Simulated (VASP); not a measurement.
Set up this calculation in VASP 6.6.1, as the native input.

| Property | Result |
| --- | --- |
| Task | relaxation of cell and atoms |
| Functional | PBE |
| Potentials or basis | VASP PAW PBE potentials, release 64 (Ca_sv, Zr_sv, N) |
| Cutoff | 520 eV |
| k mesh | 3 × 3 × 3 |
| Occupations | gaussian, width 0.15 eV |
| Spin | no spin polarisation |
| Further INCAR settings | PREC = Normal; LREAL = Auto; ALGO = Fast; EDIFF = 0.0001; IBRION = 2; EDIFFG = -0.08; NSW = 24; ISIF = 3 |

The structure of CaZr2N2 lies in POSCAR:

```
CaZr2N2
1.0
    0.0000000000      4.7714207900      5.4154790500
    3.0620730200      0.0000000000      5.4154790500
    3.0620730200      4.7714207900      0.0000000000
Ca Zr N
2 4 4
Direct
    0.5000000000      0.5000000000      0.5000000000
    0.7500000000      0.7500000000      0.7500000000
    0.8706600100      0.8706600100      0.1293399900
    0.1293399900      0.1293399900      0.8706600100
    0.3793399900      0.3793399900      0.1206600100
    0.1206600100      0.1206600100      0.3793399900
    0.8220000300      0.1779999700      0.8220000300
    0.1779999700      0.8220000300      0.1779999700
    0.4279999700      0.0720000300      0.4279999700
    0.0720000300      0.4279999700      0.0720000300
```

The cell was built by a generator and needn't be a form met in nature.

These files were run (other wordings do the same):

INCAR

```
PREC = Normal ; ENCUT = 520
EDIFF = 1E-4 ; ISMEAR = 0
SIGMA = 0.15 ; LREAL = Auto
LASPH = T ; NELM = 60
ALGO = Fast ; ISIF = 3
LWAVE = F ; LCHARG = F
GGA = PE ; IBRION = 2
NSW = 24 ; EDIFFG = -0.08
KPAR = 2
```

KPOINTS

```
Automatic mesh
0
Gamma
  3 3 3
```

Potentials or basis: VASP PAW PBE potentials, release 64 (Ca_sv, Zr_sv, N).

Launch:

```console
$ cat potpaw_PBE.64/Ca_sv/POTCAR potpaw_PBE.64/Zr_sv/POTCAR potpaw_PBE.64/N/POTCAR > POTCAR
$ mpirun -np 2 vasp_std > vasp.out
```

It gave:

| Property | Result |
| --- | --- |
| Relaxed volume | 16.82 Å³/atom |
| Relaxed cell | a = 7.630 Å, b = 5.779 Å, c = 6.472 Å, α = 76.82°, β = 47.51°, γ = 55.67° |
| Space group after relaxing (to 0.05 Å) | Fddd (No. 70) |
| Energy gained by relaxing | 421.5 meV/atom |
| Ionic steps | 21 |
| Pressure after relaxing | 0.4 GPa |
| Largest force after relaxing | 0.036 eV/Å |
| Band gap on the k mesh | none (metal or under the smearing width) |

Caveat: the k mesh is coarse (spacing up to 0.45 Å⁻¹), so the values aren't converged.

It took 4.5 min on 2 MPI ranks on Intel(R) Xeon(R) 6975P-C (Granite Rapids), with other jobs on the host, peak memory 0.24 GiB a rank.
